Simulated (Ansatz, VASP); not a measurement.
# CsPbCl3 in two plane-wave programs

One calculation is typed for both programs; each brings its own data sets and cutoff. How far apart do they land? The cell is taken from a series of VASP runs on this material, whose earlier steps may have relaxed, scaled or displaced it; both programs get it as it stands. Other levels of theory on this material are compared in a session of their own.

Program: Ansatz 0.2.0. Level of theory: plane waves, with VASP 6.6.1 beside it; band structure at PBEsol, spin-orbit coupling. Results are calculated unless marked as measured.

## 1. Starting point

It takes space group Pm-3m (No. 221, cubic). Conventional cell: a = 5.605 Å, b = 5.605 Å, c = 5.605 Å, α = 90.00°, β = 90.00°, γ = 90.00°. Nearest to Cs lie 12 Cl at 3.96 Å. Pb has 6 Cl at 2.80 Å nearest. Nearest to Cl lie 2 Pb at 2.80 Å and 4 Cs at 3.96 Å. Farther neighbours and most contacts between anions are not listed.

## 2. Ansatz: band structure, PBEsol, spin-orbit coupling

Ansatz runs on its fully relativistic PAW (standard-fr) files.

Levels along a path test the potential and the projectors away from the mesh points.

Input file input.yaml:

```yaml
crystal:
  lattice:
    - [5.605, 0.0, 0.0]
    - [0.0, 5.605, 0.0]
    - [0.0, 0.0, 5.605]
  atoms:
    - { symbol: Cs, position: [0.0, 0.0, 0.0] }
    - { symbol: Pb, position: [0.5, 0.5, 0.5] }
    - { symbol: Cl, position: [0.5, 0.5, 0.0] }
    - { symbol: Cl, position: [0.0, 0.5, 0.5] }
    - { symbol: Cl, position: [0.5, 0.0, 0.5] }
hamiltonian:
  xc: pbesol
  pseudopotentials: { kind: paw_fr }
magnetization:
  noncollinear: true
  spin_orbit: true
kpoints:
  mp_grid: { grid: [6, 6, 6] }
  band_path:
    path:
      - [0.0, 0.0, 0.0]
      - [0.0, 0.1, 0.0]
      - [0.0, 0.2, 0.0]
      - [0.0, 0.3, 0.0]
      - [0.0, 0.43333, 0.0]
      - [0.0, 0.5, 0.0]
      - [0.1, 0.5, 0.0]
      - [0.2, 0.5, 0.0]
      - [0.33333, 0.5, 0.0]
      - [0.43333, 0.5, 0.0]
      - [0.5, 0.5, 0.0]
      - [0.36667, 0.36667, 0.0]
      - [0.26667, 0.26667, 0.0]
      - [0.16667, 0.16667, 0.0]
      - [0.06667, 0.06667, 0.0]
      - [0.03333, 0.03333, 0.03333]
      - [0.13333, 0.13333, 0.13333]
      - [0.23333, 0.23333, 0.23333]
      - [0.33333, 0.33333, 0.33333]
      - [0.46667, 0.46667, 0.46667]
      - [0.5, 0.5, 0.5]
      - [0.46667, 0.5, 0.46667]
      - [0.36667, 0.5, 0.36667]
      - [0.23333, 0.5, 0.23333]
      - [0.13333, 0.5, 0.13333]
      - [0.03333, 0.5, 0.03333]
      - [0.5, 0.5, 0.03333]
      - [0.5, 0.5, 0.16667]
      - [0.5, 0.5, 0.26667]
      - [0.5, 0.5, 0.36667]
      - [0.5, 0.5, 0.5]
    npoints: 1
scf:
  occupations: { method: gaussian, width: 0.02 }
  n_extra_bands: 16
output:
  forces: true
  stress: true
  eigenvalues: true
  write_density: true
  write_potential: true
  elf: true
  volumetric_format: npy
```

On the command line:

```
$ ansatz run input.yaml --threads 2 --pin off --max-ram 4608MiB --backend cpu --events-out ev --progress --plain --runs-dir out
```

Numbers of over 12 decimals in the logs are rounded to 6 here.

Output:

```text
scf.n_extra_bands = 16 over 44 filled bands (N_el = 44.0): the run solves 60 bands
Engine: ansatz 0.2.0, aarch64-unknown-linux-gnu
Pseudopotentials: kind: paw_fr
Pseudopotential: Cs, paw_fr, valence charge 9, recommended cutoff 420 eV (normal), Cs.paw.azcp#standard-fr
Pseudopotential: Pb, paw_fr, valence charge 14, recommended cutoff 420 eV (normal), Pb.paw.azcp#standard-fr
Pseudopotential: Cl, paw_fr, valence charge 7, recommended cutoff 420 eV (normal), Cl.paw.azcp#standard-fr
Functional definition: PBEsol
  exchange = pbesol_x
  correlation = pbesol_c
non-collinear run that drives no moment, with spin-orbit: no starting moment large enough to seed its density (crystal.atoms[].spin), no starting occupations that ask for one, no magnetisation constraint and no magnetic field, so the semilocal B_xc is pinned to zero
Crystal: 5 atoms, lattice volume = 176.087 Å³
Basis set: ecut = 420 eV, 3407 PW (Γ), exchange–correlation on 80×80×80 points (8 copies of the dense FFT grid, shifted against one another)
Bands: 60, of which v1, the nominal top of the filled ones, is band 44 counted from 1 (43 counted from 0)
Symmetry: 48 space group operations + 48 with time reversal
Magnetic group: BNS 221.93 (UNI 1595), of the structure as read, at distance tolerance 5.6e-5 Å
k-points: 20 of 216
Projection manifold: j_resolved (fully-relativistic pseudo-atomic orbitals)
Non-local potential: Cs, projectors of the file, l = 0: 3, l = 1: 4, l = 2: 4, l = 3: 4
Non-local potential: Pb, projectors of the file, l = 0: 2, l = 1: 4, l = 2: 4, l = 3: 4
Non-local potential: Cl, projectors of the file, l = 0: 2, l = 1: 4, l = 2: 4
PAW form: soft (Blöchl's): semilocal exchange-correlation on the pseudo side does not see the compensation charge
PAW frozen core: Cs, regenerated for the run's functional, and the local potential with it (the file was generated under x = pbe(κ = 0.804, μ = 0.219515), c = pbe(β = 0.066725))
PAW frozen core: Pb, regenerated for the run's functional, and the local potential with it (the file was generated under x = pbe(κ = 0.804, μ = 0.219515), c = pbe(β = 0.066725))
PAW frozen core: Cl, regenerated for the run's functional, and the local potential with it (the file was generated under x = pbe(κ = 0.804, μ = 0.219515), c = pbe(β = 0.066725))
PAW one-centre angular grid: Cs, 194 points (default); XC on 64 Gauss nodes
PAW one-centre angular grid: Pb, 590 points (default); XC on 96 Gauss nodes
PAW one-centre angular grid: Cl, 110 points (default); XC on 64 Gauss nodes
Initial density: superposition of atomic densities (chi_scale 0.1, normalization cell, long waves kept (reshape's long-wave potential 0.01 eV rms))
Initial wavefunctions: pseudopotential atomic-orbital guess
Functional: x = pbesol(κ = 0.804, μ = 0.123457), c = pbesol(β = 0.046)
SCF iter   1: F=—  HF=-20573.517504 eV  |F-HF|=—  |Δ(HF+E_count)|=         —  Δρ=2.39e-2  dr2=2.40e0  dr2_m=0.00e0 (ungated)  ethr=3.10e-3  |M|=0.00e0 ∫|m|=0.00e0 μB  |m|>n=0.0e0 m-floor=0.0e0 τ_xc=0.0e0  β_m=0.30  ⟨swp⟩=10.0  Hψ=3418  notcnv=0  defer=30
preconditioner: auto → Resta (q_TF=auto, 2.165 Å⁻¹)  ε∞=3.0  [insulator: Δε(μ)=0.378 eV  Ē_g=12.974 eV  σ=0.020 eV  W_gap=1.00  n_scr=26 (ndim 8)  ℏωp=18.1 eV  f_vac=0.014  D(μ)=0.00/eV (n_scr^D=0)  ε∞_Penn≈3.0]
spin=Noncollinear: Resta preconditioning applied to the charge; magnetization (m_x, m_y, m_z) channels mix plain (no charge-response kernel on spin).
SCF iter   2: F=—  HF=-20572.948230 eV  |F-HF|=—  |Δ(HF+E_count)|=   5.69e-1  Δρ=1.55e-2  dr2=1.22e0  dr2_m=0.00e0 (ungated)  ethr=3.10e-3  |M|=0.00e0 ∫|m|=0.00e0 μB  |m|>n=0.0e0 m-floor=0.0e0 τ_xc=0.0e0  β_m=0.62  ⟨swp⟩=2.4  Hψ=764  notcnv=0  defer=200
SCF iter   3: F=—  HF=-20572.359547 eV  |F-HF|=—  |Δ(HF+E_count)|=   5.89e-1  Δρ=3.58e-3  dr2=6.03e-2  dr2_m=0.00e0 (ungated)  ethr=2.77e-3  |M|=0.00e0 ∫|m|=0.00e0 μB  |m|>n=0.0e0 m-floor=0.0e0 τ_xc=0.0e0  β_m=0.71  ⟨swp⟩=3.6  Hψ=1269  notcnv=0  defer=202
SCF iter   4: F=—  HF=-20572.340395 eV  |F-HF|=—  |Δ(HF+E_count)|=   1.92e-2  Δρ=1.52e-3  dr2=5.61e-3  dr2_m=0.00e0 (ungated)  ethr=1.37e-4  |M|=0.00e0 ∫|m|=0.00e0 μB  |m|>n=0.0e0 m-floor=0.0e0 τ_xc=0.0e0  β_m=0.85  ⟨swp⟩=3.8  Hψ=1141  notcnv=0  defer=218
SCF iter   5: F=—  HF=-20572.341404 eV  |F-HF|=—  |Δ(HF+E_count)|=   1.01e-3  Δρ=2.28e-4  dr2=8.68e-5  dr2_m=0.00e0 (ungated)  ethr=1.27e-5  |M|=0.00e0 ∫|m|=0.00e0 μB  |m|>n=0.0e0 m-floor=0.0e0 τ_xc=0.0e0  β_m=0.93  ⟨swp⟩=2.4  Hψ=1034  notcnv=0  defer=218
SCF iter   6: F=—  HF=-20572.341479 eV  |F-HF|=—  |Δ(HF+E_count)|=   7.42e-5  Δρ=5.06e-5  dr2=5.53e-6  dr2_m=0.00e0 (ungated)  ethr=1.97e-7  |M|=0.00e0 ∫|m|=0.00e0 μB  |m|>n=0.0e0 m-floor=0.0e0 τ_xc=0.0e0  β_m=0.93  ⟨swp⟩=2.0  Hψ=928  notcnv=0  defer=218
SCF iter   7: F=—  HF=-20572.341484 eV  |F-HF|=—  |Δ(HF+E_count)|=   5.65e-6  Δρ=1.28e-5  dr2=2.24e-7  dr2_m=0.00e0 (ungated)  ethr=1.26e-8  |M|=0.00e0 ∫|m|=0.00e0 μB  |m|>n=0.0e0 m-floor=0.0e0 τ_xc=0.0e0  β_m=0.93  ⟨swp⟩=2.0  Hψ=931  notcnv=0  defer=218
SCF iter   8: F=-20572.341484 eV  HF=-20572.341484 eV  |F-HF|=1.05e-8  |Δ(HF+E_count)|=   2.36e-7  Δρ=1.83e-6  dr2=8.14e-9  dr2_m=0.00e0 (ungated)  ethr=2.27e-10  |M|=0.00e0 ∫|m|=0.00e0 μB  |m|>n=0.0e0 m-floor=0.0e0 τ_xc=0.0e0  ⟨swp⟩=19.4  Hψ=5566  notcnv=0
SCF 1 converged in 8 iterations: F = -20572.341484 eV  dr2 = 8.14e-9
  greatest PAW one-centre occupation: 0.981 electrons in one spin orbital (limit 2), on the Pb atom at site 1 (counted from 0), in its partial waves of l = 2
NSCF: frozen V_eff on 31 k-points
SCF converged after 8 iterations
Magnetization: |M| = 0.0000 μB,  M = (+0.0000, +0.0000, +0.0000) μB
Absolute magnetization: 0.0000 μB (∫|m|)
  site 0: m = (+0.0000, +0.0000, +0.0000) μB, |m| = 0.0000 μB  (R = 1.63 Å)
  site 1: m = (+0.0000, +0.0000, +0.0000) μB, |m| = 0.0000 μB  (R = 1.16 Å)
  site 2: m = (+0.0000, +0.0000, +0.0000) μB, |m| = 0.0000 μB  (R = 1.16 Å)
  site 3: m = (+0.0000, +0.0000, +0.0000) μB, |m| = 0.0000 μB  (R = 1.16 Å)
  site 4: m = (+0.0000, +0.0000, +0.0000) μB, |m| = 0.0000 μB  (R = 1.16 Å)
Free energy (F): -20572.341484 eV
Harris-Foulkes:  -20572.341484 eV  (|F-HF|=1.05e-8)
Internal energy: -20572.341484 eV  (E = F + TS)
E sigma→0 (E₀):  -20572.341484 eV
Fermi energy:    4.336501 eV
--- Per-component energies (eV) ---
  E_band       = -237.054260
  E_kinetic    = 912.122527
  E_local      = -2669.998951  (includes V_loc(G=0)·N_el)
  E_nonlocal   = 470.765142
  E_hartree    = 1008.867109
  E_xc         = -710.350296
  E_vxc        = -623.611441  (∫ρ·V_xc dr)
  E_paw        = -17204.003177  (= ΣΔE_a)
  E_vpaw       = -344.064384  (= ΣTr[D̂ρ^β])
  E_aug_tail   = 0.000325  (compensation charges beyond the density's cutoff)
  E_ewald      = -2380.199303
  E_core_change = 0.455142  (= ΣΔE_core)
  E_smearing   = -0.000000  (= −TS)
  E_closure    = -0.000000  (closes the sum)
  Σ components = -20572.341484   (vs F -20572.341484, Δ=0.00e0)
--- Forces (eV/Å), atoms counted from 1 ---
  atom   1  Cs    -0.00000000     0.00000000    -0.00000000
  atom   2  Pb     0.00000000     0.00000000    -0.00000000
  atom   3  Cl     0.00000000    -0.00000000     0.00000000
  atom   4  Cl     0.00000000    -0.00000000     0.00000000
  atom   5  Cl     0.00000000     0.00000000     0.00000000
  max |Σ_I F_I| component: 3.31e-29 eV/Å
--- Stress (GPa, compression-positive) ---
        0.062661       0.000000       0.000000
       -0.000000       0.062661       0.000000
        0.000000       0.000000       0.062661
  P = ⅓ Tr σ = 0.0627 GPa (0.627 kbar)
--- Band table (eV; the first three rows and the last of 20) ---
  k-point 0: bands = [... 40 lower, 1.5185, 1.5185, 1.5185, 1.5185, 7.2165, 7.2165, 8.2054, 8.2054, ... 12 higher]
  k-point 1: bands = [... 40 lower, 1.4883, 1.4883, 1.5157, 1.5157, 7.4748, 7.4748, 8.3285, 8.3285, ... 12 higher]
  k-point 2: bands = [... 40 lower, 1.4227, 1.4227, 1.8299, 1.8299, 7.2698, 7.2698, 8.1769, 8.1769, ... 12 higher]
  k-point 19: bands = [... 40 lower, 1.8146, 1.8146, 4.0449, 4.0449, 4.6281, 4.6281, 6.2573, 6.2573, ... 12 higher]
```

The job ended after 65 s (2 threads of Arm Neoverse V1, shared host; peak memory 0.95 GiB).

The column dr2 measures how far the density is from self-consistency, as an energy; F and HF (Harris–Foulkes) agree once it is small.

(Continued in part 2 of 2.)

[Lines on the potential files, build, host, timing and source positions are cut from VASP's logs without a mark.]

[Logs are printed without paths, hosts, clocks, repeated set-up lines and the standing remarks that a program may print on its own settings, such as how far it seeks lower states.]

[Hosts, paths, dates, database ids (printed as entryN), source tags and the programs' standing remarks are cut or masked in the printed files.]
